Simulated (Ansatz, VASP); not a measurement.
NaSnF3 in VASP and in Ansatz

The input POSCAR:

```
NaSnF3
1.0
    4.4474081461      0.0000000000      0.0000000000
    0.0000000000      4.4474081461      0.0000000000
    0.0000000000      0.0000000000      4.7304087768
Na Sn F
1 1 3
Direct
    0.0000000000      0.0000000000      0.0000000000
    0.5000000000      0.5000000000      0.5000000000
    0.5000000000      0.5000000000      0.0000000000
    0.5000000000      0.0000000000      0.5000000000
    0.0000000000      0.5000000000      0.5000000000
```

File INCAR.step1:

```
ALGO = Normal
EDIFF = 1E-5
ENCUT = 520
GGA = PE
ISIF = 2
ISMEAR = 0
LASPH = True
LCHARG = False
LREAL = False
LWAVE = True
NBANDS = 29
NELM = 60
PREC = Accurate
SIGMA = 0.01
```

Contents of INCAR.step2:

```
ALGO = Normal
EDIFF = 1E-6
ENCUT = 520
GGA = PE
HFSCREEN = 0.2079
ISIF = 2
ISMEAR = 0
ISTART = 1
LASPH = True
LCHARG = False
LHFCALC = True
LREAL = False
LWAVE = False
NBANDS = 29
NELM = 60
PREC = Accurate
PRECFOCK = Fast
SIGMA = 0.01
```

The input KPOINTS:

```
k-points
0
Gamma
  4 4 4
```

Input for Ansatz:

```yaml
crystal:
  lattice:
    - [4.4474081461, 0.0, 0.0]
    - [0.0, 4.4474081461, 0.0]
    - [0.0, 0.0, 4.7304087768]
  atoms:
    - { symbol: Na, position: [0.0, 0.0, 0.0] }
    - { symbol: Sn, position: [0.5, 0.5, 0.5] }
    - { symbol: F, position: [0.5, 0.5, 0.0] }
    - { symbol: F, position: [0.5, 0.0, 0.5] }
    - { symbol: F, position: [0.0, 0.5, 0.5] }
kpoints:
  mp_grid: { grid: [4, 4, 4] }
  band_path:
    path:
      - [0.0, 0.0, 0.0]
      - [0.0, 0.5, 0.0]
      - [0.5, 0.5, 0.0]
      - [0.5, 0.5, 0.5]
      - [0.0, 0.0, 0.5]
    npoints: 1
hamiltonian:
  xc: hse06
scf:
  occupations: { method: fixed }
  n_extra_bands: 5
output:
  forces: true
  stress: true
  eigenvalues: true
  write_density: true
  write_potential: true
  elf: true
  volumetric_format: npy
```

Change from the starting cell: epitaxial_xy strain -4.0%.

Alike in both runs: task single point; functional HSE06; k mesh 4 × 4 × 4; no spin polarisation.

|  | VASP | Ansatz |
| --- | --- | --- |
| version | VASP 6.6.1 | Ansatz 0.2.0 |
| potentials or method | VASP PAW PBE potentials, release 64 (Na_pv, Sn_d, F) | plane waves, PAW |
| plane-wave cutoff (eV) | 520 | 420 |
| occupations | gaussian, width 0.01 eV | fixed |
| valence electrons in the cell | 42 | 44 |

```csv
,VASP,Ansatz,Ansatz less VASP
gap on the k mesh at the Fermi level (eV),0.88,0.89,+0.014
pressure (GPa),4.5,4.5,-0.04
largest component of the traceless stress (GPa),3.61,3.51,-0.106
```

The two sets of potentials don't hold the same shells in valence. Ansatz warned: «stress_exchange_threshold_loose».

Caveats: the PAW data sets were made with another functional, which shifts forces and pressure a little (VASP); spin-orbit coupling is left out, which moves the levels of the heavy elements. A k mesh can miss the band edges.
